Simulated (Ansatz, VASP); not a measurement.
## PtS2 in two plane-wave programs

One calculation is typed for both programs; each brings its own data sets and cutoff. How far apart do they land?

Main program and level: Ansatz 0.2.0; plane waves, with VASP 6.6.1 beside it; single point at PBEsol.

### 1. Starting point

The structure is trigonal, space group P-3m1 (No. 164). Conventional cell: a = 3.543 Å, b = 3.543 Å, c = 5.039 Å, α = 90.00°, β = 90.00°, γ = 120.00°. Pt has 6 S at 2.34 Å nearest. S has 3 Pt at 2.34 Å nearest. Farther neighbours and most contacts between anions are not listed.

As a file:

```cif
data_structure
_symmetry_space_group_name_H-M 'P 1'
_symmetry_Int_Tables_number 1
_cell_length_a 3.5432
_cell_length_b 3.5432
_cell_length_c 5.0388
_cell_angle_alpha 90.000
_cell_angle_beta 90.000
_cell_angle_gamma 120.000
_cell_volume 54.78
loop_
_atom_site_label
_atom_site_type_symbol
_atom_site_fract_x
_atom_site_fract_y
_atom_site_fract_z
_atom_site_occupancy
Pt1 Pt 0.00000 0.00000 0.00000 1
S2 S 0.66667 0.33333 0.77300 1
S3 S 0.33333 0.66667 0.22700 1
```

### 2. Ansatz: single point, PBEsol

Ansatz runs on its default PAW (the set named soft_2) files.

With cell and atoms fixed, the geometry can't cause a difference; cores, projectors, grids and the points listed under the comparison can.

input.yaml

```yaml
crystal:
  lattice:
    - [3.5432, 0.0, 0.0]
    - [-1.7716, 3.0685012107, 0.0]
    - [0.0, 0.0, 5.0388]
  atoms:
    - { symbol: Pt, position: [0.0, 0.0, 0.0] }
    - { symbol: S, position: [0.6666666667, 0.3333333333, 0.773] }
    - { symbol: S, position: [0.3333333333, 0.6666666667, 0.227] }
hamiltonian:
  xc: pbesol
  pseudopotentials: { kind: paw }
kpoints:
  mp_grid: { grid: [8, 8, 4] }
scf:
  occupations: { method: gaussian, width: 0.05 }
  n_extra_bands: 4
output:
  forces: true
  stress: true
  eigenvalues: true
  write_density: true
  write_potential: true
  elf: true
  volumetric_format: npy
```

The run is started by

```bash
$ ansatz run input.yaml --threads 2 --pin off --max-ram 4608MiB --backend cpu --events-out ev --progress --plain --runs-dir out
```

Numbers of over 12 decimals in the logs are rounded to 6 here.

Log:

```text
scf.n_extra_bands = 4 over 15 filled bands (N_el = 30.0): the run solves 19 bands
Engine: ansatz 0.2.0, aarch64-unknown-linux-gnu
Pseudopotentials: kind: paw
Pseudopotential: Pt, paw, valence charge 18, recommended cutoff 420 eV (normal), Pt.paw.azcp
Pseudopotential: S, paw, valence charge 6, recommended cutoff 420 eV (normal), S.paw.azcp
Functional definition: PBEsol
  exchange = pbesol_x
  correlation = pbesol_c
Crystal: 3 atoms, lattice volume = 54.783 Å³
Basis set: ecut = 420 eV, 1043 PW (Γ), exchange–correlation on 48×48×72 points (8 copies of the dense FFT grid, shifted against one another)
Bands: 19, of which v1, the nominal top of the filled ones, is band 15 counted from 1 (14 counted from 0)
Symmetry: 12 space group operations
Space group: P-3m1 (ITA 164), of the structure as read, at distance tolerance 3.8e-5 Å
k-points: 35 of 256
Non-local potential: Pt, projectors of the file, l = 0: 3, l = 1: 2, l = 2: 2, l = 3: 1
Non-local potential: S, projectors of the file, l = 0: 2, l = 1: 2, l = 2: 2
PAW form: soft (Blöchl's): semilocal exchange-correlation on the pseudo side does not see the compensation charge
PAW frozen core: Pt, regenerated for the run's functional, and the local potential with it (the file was generated under x = pbe(κ = 0.804, μ = 0.219515), c = pbe(β = 0.066725))
PAW frozen core: S, regenerated for the run's functional, and the local potential with it (the file was generated under x = pbe(κ = 0.804, μ = 0.219515), c = pbe(β = 0.066725))
PAW one-centre angular grid: Pt, 590 points (default); XC on 64 Gauss nodes
PAW one-centre angular grid: S, 110 points (default); XC on 64 Gauss nodes
Initial density: superposition of atomic densities (neutral atoms: chi_scale 0, normalization atom), corrected by the library's trained network
Initial wavefunctions: pseudopotential atomic-orbital guess
Functional: x = pbesol(κ = 0.804, μ = 0.123457), c = pbesol(β = 0.046)
SCF iter   1: F=—  HF=-14154.813376 eV  |F-HF|=—  |Δ(HF+E_count)|=         —  Δρ=4.74e-3  dr2=1.83e-2  ethr=1.77e-3  ⟨swp⟩=5.4  Hψ=3330  notcnv=0
preconditioner: auto → Resta (q_TF=auto, 2.468 Å⁻¹)  ε∞=6.6  [insulator: Δε(μ)=0.818 eV  Ē_g=9.922 eV  σ=0.050 eV  W_gap=1.00  n_scr=20 (ndim 8)  ℏωp=23.5 eV  f_vac=0.021  D(μ)=0.00/eV (n_scr^D=0)  ε∞_Penn≈6.6]
SCF iter   2: F=—  HF=-14154.810601 eV  |F-HF|=—  |Δ(HF+E_count)|=   2.77e-3  Δρ=2.52e-3  dr2=3.99e-3  ethr=6.09e-5  ⟨swp⟩=1.4  Hψ=966  notcnv=0
SCF iter   3: F=—  HF=-14154.809994 eV  |F-HF|=—  |Δ(HF+E_count)|=   6.07e-4  Δρ=9.02e-4  dr2=6.48e-4  ethr=1.33e-5  ⟨swp⟩=2.1  Hψ=983  notcnv=0
SCF iter   4: F=—  HF=-14154.809919 eV  |F-HF|=—  |Δ(HF+E_count)|=   7.45e-5  Δρ=2.82e-4  dr2=3.30e-5  ethr=2.16e-6  ⟨swp⟩=2.7  Hψ=1016  notcnv=0
SCF iter   5: F=—  HF=-14154.809949 eV  |F-HF|=—  |Δ(HF+E_count)|=   2.99e-5  Δρ=6.00e-5  dr2=2.93e-6  ethr=1.10e-7  ⟨swp⟩=2.0  Hψ=983  notcnv=0
SCF iter   6: F=—  HF=-14154.809949 eV  |F-HF|=—  |Δ(HF+E_count)|=   3.82e-7  Δρ=1.96e-5  dr2=1.84e-7  ethr=9.77e-9  ⟨swp⟩=2.0  Hψ=959  notcnv=0
SCF iter   7: F=-14154.809950 eV  HF=-14154.809950 eV  |F-HF|=5.63e-9  |Δ(HF+E_count)|=   2.78e-7  Δρ=3.51e-6  dr2=9.40e-9  ethr=3.33e-10  ⟨swp⟩=10.4  Hψ=4940  notcnv=0
SCF 1 converged in 7 iterations: F = -14154.809950 eV  dr2 = 9.40e-9
  greatest PAW one-centre occupation: 1.000 electrons in one spin orbital (limit 2), on the Pt atom at site 0 (counted from 0), in its partial waves of l = 0
SCF converged after 7 iterations
Free energy (F): -14154.809950 eV
Harris-Foulkes:  -14154.809950 eV  (|F-HF|=5.63e-9)
Internal energy: -14154.809950 eV  (E = F + TS)
E sigma→0 (E₀):  -14154.809950 eV
Fermi energy:    11.261185 eV
--- Per-component energies (eV) ---
  E_band       = -323.677390
  E_kinetic    = 854.115957
  E_local      = -3142.363334  (includes V_loc(G=0)·N_el)
  E_nonlocal   = 258.622950
  E_hartree    = 1242.843887
  E_xc         = -454.002812
  E_vxc        = -479.045208  (∫ρ·V_xc dr)
  E_paw        = -10484.233281  (= ΣΔE_a)
  E_vpaw       = -300.697169  (= ΣTr[D̂ρ^β])
  E_aug_tail   = 0.000179  (compensation charges beyond the density's cutoff)
  E_ewald      = -2430.204375
  E_core_change = 0.410880  (= ΣΔE_core)
  E_smearing   = -0.000000  (= −TS)
  E_closure    = 0.000000  (closes the sum)
  Σ components = -14154.809950   (vs F -14154.809950, Δ=0.00e0)
--- Forces (eV/Å), atoms counted from 1 ---
  atom   1  Pt    -0.00000000     0.00000000     0.00000000
  atom   2  S      0.00000000    -0.00000000    -0.94841734
  atom   3  S     -0.00000000     0.00000000     0.94841734
  max |Σ_I F_I| component: 9.25e-18 eV/Å
--- Stress (GPa, compression-positive) ---
        6.671730       0.000000       0.000000
        0.000000       6.671730       0.000000
        0.000000       0.000000       5.820984
  P = ⅓ Tr σ = 6.3881 GPa (63.881 kbar)
--- Band table (eV; the first three rows and the last of 35) ---
  k-point 0: bands = [... 11 lower, 9.0705, 9.7358, 9.7358, 10.7500, 13.3240, 13.3240, 15.5116, 16.4732]
  k-point 1: bands = [... 11 lower, 8.8257, 9.6396, 9.6396, 10.2823, 13.5569, 13.5569, 15.7218, 17.3476]
  k-point 2: bands = [... 11 lower, 8.3398, 9.5484, 9.5484, 9.9719, 13.8054, 13.8054, 16.1877, 18.1007]
  k-point 34: bands = [... 11 lower, 7.3624, 7.4190, 8.9683, 9.0418, 12.8734, 13.2530, 17.5860, 17.9895]
```

The job ended after 2.7 s (2 threads of Arm Neoverse N1, shared host; peak memory 0.31 GiB; 4.8 s of CPU time).

The run ends at a pressure of 6.39 GPa, with forces up to 0.95 eV/Å.

### 3. VASP: single point, PBEsol

The same cell, functional, mesh and smearing now go to VASP, with its own data sets and cutoff.

Lines of VASP's logs that name or quote its potential files are left out, and so is its time.

INCAR

```
SYSTEM = PtS2
PREC = Accurate
ENCUT = 400
EDIFF = 1E-05
NELM = 100
ISMEAR = 0
SIGMA = 0.05
LREAL = .FALSE.
ALGO = Normal
GGA = PS
NBANDS = 17
LASPH = .TRUE.
LORBIT = 11
LWAVE = .FALSE.
LCHARG = .FALSE.
KPAR = 4
```

POSCAR

```
PtS2
1.0
    3.5432000000      0.0000000000      0.0000000000
   -1.7716000000      3.0685012107      0.0000000000
    0.0000000000      0.0000000000      5.0388000000
Pt S
1 2
Direct
    0.0000000000      0.0000000000      0.0000000000
    0.6666666667      0.3333333333      0.7730000000
    0.3333333333      0.6666666667      0.2270000000
```

KPOINTS

```
Automatic mesh
0
Gamma
8 8 4
0 0 0
```

Potentials, in the order of the species: Pt and S (PBE family, release 64).

The run is started by

```bash
$ mpirun -np 4 vasp_std
```

Log:

```text
[banner, memory and clock lines left out]
running    4 mpi-ranks, on    1 nodes
 distrk:  each k-point on    1 cores,    4 groups
 distr:  one band on    1 cores,    1 groups

 POSCAR found type information on POSCAR PtS
 POSCAR found :  2 types and       3 ions
|                                                                             |
|               ----> ADVICE to this user running VASP <----                  |
|                                                                             |
|     You enforced a specific xc type in the INCAR file but a different       |
|     [... a line on the potential file left out ...]
|     I HOPE YOU KNOW WHAT YOU ARE DOING!                                     |
|                                                                             |

 LDA part: xc-table for (Slater+PW92), standard interpolation
 POSCAR, INCAR and KPOINTS ok, starting setup
 FFT: planning ... GRIDC
 FFT: planning ... GRID_SOFT
 FFT: planning ... GRID
 WAVECAR not read
 entering main loop
       N       E                     dE             d eps       ncg     rms          rms(c)
DAV:   1     0.905187492052E+02    0.90519E+02   -0.90887E+03  1254   0.928E+02
DAV:   2    -0.145247942060E+02   -0.10504E+03   -0.10206E+03  1534   0.202E+02
DAV:   3    -0.182945640971E+02   -0.37698E+01   -0.37535E+01  1459   0.408E+01
DAV:   4    -0.183341310041E+02   -0.39567E-01   -0.39551E-01  1622   0.457E+00
DAV:   5    -0.183347835584E+02   -0.65255E-03   -0.65250E-03  1556   0.549E-01    0.202E+01
DAV:   6    -0.171639940941E+02    0.11708E+01   -0.68790E+00  1222   0.253E+01    0.125E+01
DAV:   7    -0.169641289866E+02    0.19987E+00   -0.11999E+00  1229   0.111E+01    0.604E+00
DAV:   8    -0.169341313413E+02    0.29998E-01   -0.65414E-02  1350   0.197E+00    0.115E+00
DAV:   9    -0.169302995894E+02    0.38318E-02   -0.10752E-02  1414   0.104E+00    0.224E-01
DAV:  10    -0.169304421551E+02   -0.14257E-03   -0.13150E-03  1554   0.244E-01    0.108E-01
DAV:  11    -0.169304623952E+02   -0.20240E-04   -0.49051E-05  1490   0.636E-02    0.357E-02
DAV:  12    -0.169304608361E+02    0.15590E-05   -0.10757E-05   906   0.331E-02
   1 F= -.16930461E+02 E0= -.16930461E+02  d E =-.928996E-11
```

OUTCAR, selected parts (step 3):

```text
ion  position               nearest neighbor table
   1  0.000  0.000  0.000-   2 2.34   3 2.34   2 2.34   3 2.34   2 2.34   3 2.34
   2  0.667  0.333  0.773-   1 2.34   1 2.34   1 2.34
   3  0.333  0.667  0.227-   1 2.34   1 2.34   1 2.34

  LATTYP: Found a hexagonal cell.
 ALAT       =     3.5432000000
 C/A-ratio  =     1.4221043125

 Subroutine GETGRP returns: Found 12 space group operations
 (whereof 12 operations were pure point group operations)

The static configuration has the point symmetry D_3d.

 Found     35 irreducible k-points:

   k-points           NKPTS =     35   k-points in BZ     NKDIM =     35   number of bands    NBANDS=     17

   dimension x,y,z NGX =    24 NGY =   24 NGZ =   36
   dimension x,y,z NGXF=    48 NGYF=   48 NGZF=   72

   ENCUT  =  400.0 eV  29.40 Ry    5.42 a.u.   5.78  5.78  8.22*2*pi/ulx,y,z

   NELECT =      22.0000    total number of electrons

 k-points in reciprocal lattice and weights: Automatic mesh
   0.00000000  0.00000000  0.00000000       0.004
   0.12500000  0.00000000  0.00000000       0.023
   0.25000000  0.00000000  0.00000000       0.023
   0.37500000  0.00000000  0.00000000       0.023
   0.50000000  0.00000000  0.00000000       0.012
   0.12500000  0.12500000  0.00000000       0.023
   0.25000000  0.12500000  0.00000000       0.047
   0.37500000  0.12500000  0.00000000       0.047
   0.25000000  0.25000000  0.00000000       0.023
[...]
0.25000000  0.25000000  0.50000000       0.023
   0.37500000  0.25000000  0.50000000       0.023

 average (electrostatic) potential at core
       1 -68.2863       2 -85.4154       3 -85.4154

 E-fermi :   6.8336

 k-point     1 :       0.0000    0.0000    0.0000
  band No.  band energies     occupation
    ...
      7       2.6501      2.00000
      8       4.8461      2.00000
      9       5.5183      2.00000
     10       5.5183      2.00000
     11       6.5330      2.00000
     12       9.1028      0.00000
     13       9.1028      0.00000
     14      11.3173      0.00000
     15      12.2631      0.00000
     16      14.5020      0.00000
    ...

 k-point     2 :       0.1250    0.0000    0.0000
  band No.  band energies     occupation
    ...
      7       2.4984      2.00000
      8       4.2677      2.00000
      9       5.4807      2.00000
     10       5.5157      2.00000
     11       6.6210      2.00000
     12       8.3520      0.00000
     13       8.9568      0.00000
     14      12.2125      0.00000
     15      13.0079      0.00000
     16      14.1743      0.00000
    ...

 k-point     3 :       0.2500    0.0000    0.0000
  band No.  band energies     occupation
    ...
      7       2.3035      2.00000
      8       3.5925      2.00000
      9       5.1411      2.00000
     10       5.1440      2.00000
     11       5.9759      2.00000
     12       8.1600      0.00000
     13       8.9847      0.00000
     14      12.0980      0.00000
     15      14.2491      0.00000
     16      15.1599      0.00000
    ...

  Total        2.1658647      2.1658647      1.9512650     -0.0000000     -0.0000000     -0.0000000
  in kB       63.3421520     63.3421520     57.0660426     -0.0000000     -0.0000000     -0.0000000
  external PRESSURE =      61.2501155 kB  Pullay stress =       0.0000000 kB

  energy-cutoff  :      400.00
  volume of cell :       54.78
      direct lattice vectors                 reciprocal lattice vectors
     3.543200000  0.000000000  0.000000000     0.282230752  0.162946001  0.000000000
    -1.771600000  3.068501211  0.000000000     0.000000000  0.325892001  0.000000000
     0.000000000  0.000000000  5.038800000     0.000000000  0.000000000  0.198459951

 POSITION                                       TOTAL-FORCE (eV/Angst)
 -----------------------------------------------------------------------------------
      0.00000      0.00000      0.00000         0.000000      0.000000      0.000000
      1.77160      1.02283      3.89499        -0.000000      0.000000     -0.925221
     -0.00000      2.04567      1.14381         0.000000     -0.000000      0.925221
 -----------------------------------------------------------------------------------
    total drift:                                0.000000     -0.000000     -0.000000

  FREE ENERGIE OF THE ION-ELECTRON SYSTEM (eV)
  ---------------------------------------------------
  free  energy   TOTEN  =       -16.9304608361 eV

  energy  without entropy=      -16.9304608361  energy(sigma->0) =      -16.93046084

 total charge
# of ion       s       p       d       tot
------------------------------------------
    1        0.727   0.872   8.033   9.632
    2        1.354   2.282   0.000   3.636
    3        1.354   2.282   0.000   3.636
--------------------------------------------------
tot          3.435   5.436   8.033  16.904

[... 3 further parts left out ...]
```

The gap is read on the k-mesh alone, so it is an upper bound where the band edges lie off the mesh. The PAW data sets were made with PBE, which is usual practice but a small mismatch for other functionals.

### 4. Side by side

Known differences besides the potentials themselves: the data sets hold 30 valence electrons in Ansatz (default PAW (the set named soft_2) files) and 22 in VASP; the cutoff is 420 eV in Ansatz and 400 eV in VASP; Ansatz makes its cores anew for this functional, VASP keeps those of its PBE data sets. Total energies have different zeros and are not compared.

Compared:

| quantity | Ansatz | VASP | difference |
| --- | --- | --- | --- |
| pressure (GPa) | 6.39 | 6.13 | +0.26 |
| gap on the k mesh (eV) | 0.833 | 0.840 | -0.006 |

Forces (eV/Å; atoms numbered as in POSCAR):

| atom | Ansatz x, y, z | VASP x, y, z |
| --- | --- | --- |
| Pt1 | 0.000, 0.000, 0.000 | 0.000, 0.000, 0.000 |
| S2 | 0.000, 0.000, -0.948 | 0.000, 0.000, -0.925 |
| S3 | 0.000, 0.000, 0.948 | 0.000, 0.000, 0.925 |

The forces differ by 11 meV/Å r.m.s., which is 2.5 % of the r.m.s. force of 0.44 eV/Å (both taken over all components). A gap on the mesh is an upper bound, since the band edges may lie between its points; neither run holds spin-orbit coupling, which can move the band edges of a compound of Pt.

### 5. Summary of results

```json
{
 "r.m.s. force difference (single point, PBEsol)": "2.5 % of the r.m.s. force"
}
```

The r.m.s. force difference is 2.5 % of the r.m.s. force (single point, PBEsol), within the 3 % picked in this series as the mark of a large difference. Such differences can come from data sets, numerical settings and the points named under the comparisons, not from the functional's error against experiment.

[Lines on the potential files, build, host, timing and source positions are cut from VASP's logs without a mark.]

[Logs are printed without paths, hosts, clocks, repeated set-up lines and the standing remarks that a program may print on its own settings, such as how far it seeks lower states.]

[Hosts, paths, dates, database ids (printed as entryN), source tags and the programs' standing remarks are cut or masked in the printed files.]
